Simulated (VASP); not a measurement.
Method: rev-vdW-DF2, VASP's PBE PAW potentials (set 64) (plane waves; VASP).

The input files of a VASP run:

### KPOINTS
```
Automatic mesh
0
Gamma
7 7 7
0 0 0
```

INCAR:
```
! general
SYSTEM   = CuI
PREC     = Accurate
ENCUT    = 520
LREAL    = F   ! projection in real space or not
LASPH    = T

! electronic loop
EDIFF    = 1E-6
NELM     = 100   ! most electronic steps
ALGO     = Normal   ! blocked Davidson
LMAXMIX  = 4   ! l cut-off of mixed one-centre charges

! smearing
ISMEAR   = 0
SIGMA    = 0.05   ! width (eV)

! functional
GGA      = MK
LUSE_VDW = T
AGGAC    = 0.0
PARAM1   = 0.1234568
PARAM2   = 0.7114
ZAB_VDW  = -1.8867

! ions
IBRION   = 2
NSW      = 60   ! most ionic steps
ISIF     = 3   ! ions, shape and volume
EDIFFG   = -0.01   ! ionic stop

! output
LWAVE    = F
LCHARG   = F
```

### POSCAR
```
CuI
1
    0.0000000000     3.0250000000     3.0250000000
    3.0250000000     0.0000000000     3.0250000000
    3.0250000000     3.0250000000     0.0000000000
Cu I
1 1
Direct
  0.0000000000   0.0000000000   0.0000000000
  0.2500000000   0.2500000000   0.2500000000
```

POTCAR, in this order: Cu I (PBE.64 set). Program: vasp_std.

Unless said otherwise, spin-orbit coupling is left out, though it shifts the bands of the heavy elements here.

Question: Predict the energy per atom (σ→0), volume per atom, band gap (on the k-mesh).

Answer: 
```yaml
energy per atom (σ→0): -0.646 eV/atom
band gap (on the k-mesh): 1.11 eV
volume_per_atom: 27.37 Å³/atom
```

**OSZICAR**
```
...
DAV:   2    -0.130799442551E+01    0.20028E-01   -0.39826E-01   520   0.197E+01    0.653E-01
DAV:   3    -0.129303548420E+01    0.14959E-01   -0.78540E-02   520   0.101E+01    0.236E-01
DAV:   4    -0.129212235216E+01    0.91313E-03   -0.46670E-03   541   0.450E-01    0.109E-01
DAV:   5    -0.129199915202E+01    0.12320E-03   -0.38430E-04   674   0.617E-01    0.834E-02
DAV:   6    -0.129197310930E+01    0.26043E-04   -0.57810E-05   772   0.738E-02    0.442E-02
DAV:   7    -0.129195804764E+01    0.15062E-04   -0.24900E-05   829   0.176E-01    0.530E-03
DAV:   8    -0.129195844469E+01   -0.39705E-06   -0.55220E-06   525   0.189E-02
   2 F= -.12919584E+01 E0= -.12919584E+01  d E =-.900966E-03
```

The compound is CuI in the zinc blende structure. This run relaxes it. Symmetry was kept, so distortions that lower it aren't found.
